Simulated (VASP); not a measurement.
AlP (zinc blende), at 1.04 of the tabulated volume:

```yaml
crystal:
  lattice:
    - [0.00000, 2.76593, 2.76593]
    - [2.76593, 0.00000, 2.76593]
    - [2.76593, 2.76593, 0.00000]
  atoms:
    - { symbol: Al, position: [0.00000, 0.00000, 0.00000] }
    - { symbol: P, position: [0.25000, 0.25000, 0.25000] }
```

The lowest empty band near X, direction across the valley's axis, from PBE with spin-orbit coupling in VASP (PAW); its two spin partners are averaged. The gap over the points computed is 1.63 eV, and the next band on that side lies 0.82 eV away at the edge.

Numerical set-up: 400 eV cut-off, 9×9×9 Γ-centred mesh, Gaussian smearing of 0.050 eV, potentials Al P.

```json
[
 {"distance from the edge in k (1/Å)": "0.018", "distance in energy (meV)": "4.9"},
 {"distance from the edge in k (1/Å)": "0.025", "distance in energy (meV)": "9.4"},
 {"distance from the edge in k (1/Å)": "0.035", "distance in energy (meV)": "18.4"},
 {"distance from the edge in k (1/Å)": "0.050", "distance in energy (meV)": "37.3"},
 {"distance from the edge in k (1/Å)": "0.070", "distance in energy (meV)": "72.8"}
]
```

Task: Fit E(1 + αE) = ħ²k²/2m* (ħ²/2m0 = 3.810 eV Å²) and predict the row at 0.095 1/Å.

Result: The rows don't resolve α, so a parabola serves: the electron mass is m* = 0.256 m0, and so 134.3 meV. The run gave 132.6 meV, -1.7 meV from the fit.

Left out are points under 3 meV from the edge, since the levels carry 0.1 meV, and points farther than half the way to the next band.

The compound is AlP in the zinc blende structure. The cell was not relaxed at this level.
